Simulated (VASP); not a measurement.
**ZrO (relaxed from the wurtzite structure, space group P6_3mc): computed properties**

The numbers are results of PBEsol GGA, VASP's PBE PAW potentials (set 64) (plane waves; VASP 6.6.1), not measurements.

space group: P6_3mc (186)
cell: a = 3.1998 Å, b = 3.1998 Å, c = 6.5544 Å, α = 90.00°, β = 90.00°, γ = 120.00°
volume per atom: 14.53 Å³/atom
band gap (over mesh and band path): none (metal, semimetal or under 0.01 eV)
density: 6.13 g/cm³

Space group P6₃mc (No. 186); a = b = 3.1998 Å, c = 6.5544 Å, α = β = 90.00°, γ = 120.00°

```tsv
atom	site	symmetry	x	y	z
Zr	2b	3m.	0.3333	0.6667	0.0333
O	2b	3m.	0.3333	0.6667	0.3417
```

The structure was generated: ZrO was put into the wurtzite type (P6_3mc), which need not be its known phase. It was relaxed first, which changed the volume by -33 %. Symmetry was kept, so distortions that lower it aren't found.
